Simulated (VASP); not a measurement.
Data:

```yaml
crystal:
  lattice:
    - [0.00000, 3.02920, 3.02920]
    - [3.02920, 0.00000, 3.02920]
    - [3.02920, 3.02920, 0.00000]
  atoms:
    - { symbol: V, position: [0.00000, 0.00000, 0.00000], spin: 2.0 }
    - { symbol: Ge, position: [0.25000, 0.25000, 0.25000] }
    - { symbol: Ge, position: [0.75000, 0.75000, 0.75000] }
```

All values below come from PBE GGA, VASP's PBE PAW potentials (set 64) (plane waves; VASP 6.6.1). Settings: 300 eV cut-off, 7×7×7 Γ-centred mesh, Fermi-Dirac smearing of 0.14 eV, potentials V_sv Ge_d.

At this cut-off the stress carries a Pulay error, which pulls relaxed volumes low.

Problem. Give the stress tensor in GPa (positive for a compressed cell).

Solution. 
```
-1.19   0.00   0.00
 0.00  -1.19   0.00
 0.00   0.00  -1.19
```
The pressure is its mean diagonal, -1.19 GPa.

The structure was generated: VGe2 was put into an ordered model structure, which need not be its known phase. The cell was not relaxed at this level.
